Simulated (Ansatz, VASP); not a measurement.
# One calculation of PC3, two programs

```
P C
1.0
     4.48615    0.00000    0.00000
     0.00000    4.48615    0.00000
     0.00000    0.00000    3.87400
P C
1 3
Direct
  0.00000 0.00000 0.50000
  0.00000 0.50000 0.00000
  0.50000 0.00000 0.00000
  0.50000 0.50000 0.50000
```

Change from the starting cell: species swapped into the YMg3 type (P4/mmm, No. 123).

Alike in both runs: task single point; functional PBE; k mesh 4 × 4 × 4; occupations gaussian, width 0.1 eV; no spin polarisation.

```csv
,VASP,Ansatz
version,VASP 6.6.1,Ansatz 0.2.0
potentials or method,"VASP PAW PBE potentials, release 64 (P, C)","scalar-relativistic, plane waves, PAW"
plane-wave cutoff (eV),520,420
valence electrons in the cell,17,17
```

|  | VASP | Ansatz | Ansatz less VASP |
| --- | --- | --- | --- |
| gap on the k mesh at the Fermi level (eV) | none | none | - |
| pressure (GPa) | -22.1 | -22.1 | +0.02 |
| largest component of the traceless stress (GPa) | 0.31 | 0.31 | +0.003 |

A gap of «none» marks a metal or a gap that the smearing closes.

Caveats: the k mesh is coarse (spacing up to 0.41 Å⁻¹), so the values aren't converged; so large a pressure means that the cell lies far from this level's equilibrium, or that cutoff or potentials fall short (VASP).
